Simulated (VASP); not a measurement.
These are PBE GGA with D3 dispersion (Becke-Johnson damping), VASP's PBE PAW potentials (set 64) (plane waves; VASP) values and carry that method's errors.

Input for VASP

### INCAR
```
ALGO = Normal
EDIFF = 1E-7
ENCUT = 520
GGA = PE
ISIF = 2
ISMEAR = -5
IVDW = 12
LASPH = .True.
LCHARG = .True.
LMAXMIX = 4
LORBIT = 11
LREAL = .False.
LWAVE = .False.
NEDOS = 601
NELM = 100
PREC = Accurate
SYSTEM = Sc
```

### KPOINTS
```
Automatic mesh
0
Gamma
14 14 8
0 0 0
```

POSCAR:
```
Sc
1
    1.6349767808    -2.8318627702     0.0000000000
    1.6349767808     2.8318627702    -0.0000000000
    0.0000000000     0.0000000000     5.0746346842
Sc
2
Direct
  0.3333330000   0.6666670000   0.2500000000
  0.6666670000   0.3333330000   0.7500000000
```

POTCAR, in this order: Sc_sv (PBE.64 set). Program: vasp_std.

Problem. What will the output report for the number of irreducible k-points (NKPTS), largest plane-wave count, number of space-group operations, FFT grid (NGX, NGY, NGZ)?

Solution. 
```json
{
  "number of irreducible k-points (NKPTS)": "120",
  "largest_plane_wave_count": "1290",
  "number_of_space_group_operations": "24",
  "FFT grid (NGX, NGY, NGZ)": "24 × 24 × 40"
}
```

The compound is Sc in the hcp structure. It was relaxed first, which changed the volume by -6 %.
